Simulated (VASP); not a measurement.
Consider the following.

```xyz
8
Lattice="4.0923 0.0000 0.0000 0.0000 5.3818 0.0000 0.0000 0.0000 17.9993" Properties=species:S:1:pos:R:3 pbc="T T T"
Pb     0.0000     1.2161     6.0000
Pb     2.0461     4.1657     7.9998
Pb     0.0000     1.2161     9.9995
Pb     2.0461     4.1657    11.9993
O      2.0461     0.0000     6.0000
O      0.0000     0.0000     7.9998
O      2.0461     0.0000     9.9995
O      0.0000     0.0000    11.9993
```

These are PBEsol GGA, VASP's PBE PAW potentials (set 64) (plane waves; VASP) values and carry that method's errors. Run with 400 eV cut-off, 5×4×1 Γ-centred mesh, Gaussian smearing of 0.050 eV, potentials Pb_d O.

At this cut-off the stress carries a Pulay error, which pulls relaxed volumes low. The cell holds a wide vacuum, so values per volume refer to the whole cell.

Which forces act on the atoms, in eV/Å?

| atom | Fx | Fy | Fz |
|---|---|---|---|
| Pb1 | 0.000 | -1.479 | 0.822 |
| Pb2 | 0.000 | 0.881 | -0.553 |
| Pb3 | 0.000 | -0.881 | 0.553 |
| Pb4 | 0.000 | 1.479 | -0.822 |
| O5 | 0.000 | 0.613 | 0.277 |
| O6 | 0.000 | 0.233 | -0.166 |
| O7 | 0.000 | -0.233 | 0.166 |
| O8 | 0.000 | -0.613 | -0.277 |

Give the stress tensor in GPa (positive for a compressed cell).

```
-5.24   0.00   0.00
 0.00  -3.88   1.18
 0.00   1.18  -3.16
```
The pressure is its mean diagonal, -4.09 GPa.

The cell is a sheet with vacuum, built from a database entry that may be metastable or hypothetical.
